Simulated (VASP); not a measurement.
Computed with vdW-DF2, VASP's PBE PAW potentials (set 64) (plane waves; VASP).

The input files of a VASP run:

### KPOINTS
```
Automatic mesh
0
Gamma
5 5 4
0 0 0
```

### POSCAR
```
SnO
1.0
  3.9681807065   0.0000000000   0.0000000000
  0.0000000000   3.9681807065   0.0000000000
  0.0000000000   0.0000000000   5.1994402124
Sn O
2 2
Cart
  1.9840903533   0.0000000000   4.0296565813
  0.0000000000   1.9840903533   1.1697836311
  1.9840903533   1.9840903533   0.0000000000
  0.0000000000   0.0000000000   0.0000000000
```

INCAR:
```
! general
SYSTEM   = SnO
PREC     = Accurate
ENCUT    = 520   ! plane-wave cut-off (eV)
LREAL    = .False.   ! projection in real space or not
LASPH    = .True.   ! aspherical one-centre terms

! electronic loop
EDIFF    = 1E-6   ! SCF stop (eV)
NELM     = 100   ! most electronic steps
ALGO     = Normal   ! blocked Davidson
LMAXMIX  = 4   ! l cut-off of mixed one-centre charges

! smearing
ISMEAR   = 0   ! Gaussian
SIGMA    = 0.05   ! width (eV)

! functional
GGA      = ML
LUSE_VDW = .True.
AGGAC    = 0.0
ZAB_VDW  = -1.8867

! ions
IBRION   = 2   ! conjugate gradients
NSW      = 60   ! most ionic steps
ISIF     = 3
EDIFFG   = -0.02

! output
LWAVE    = .False.
LCHARG   = .False.
```

POTCAR, in this order: Sn_d O (PBE.64 set). Program: vasp_std.

Problem. What will the output report for the number of irreducible k-points (NKPTS), largest plane-wave count, number of space-group operations, FFT grid (NGX, NGY, NGZ)?

Solution. 
* **number of irreducible k-points (NKPTS)**: 18
* **largest plane-wave count**: 2236
* **number of space-group operations**: 16
* **FFT grid (NGX, NGY, NGZ)**: 30 × 30 × 40

The compound is SnO in the litharge structure. This run relaxes it. Symmetry was kept, so distortions that lower it aren't found. The start is the result of an earlier pass.
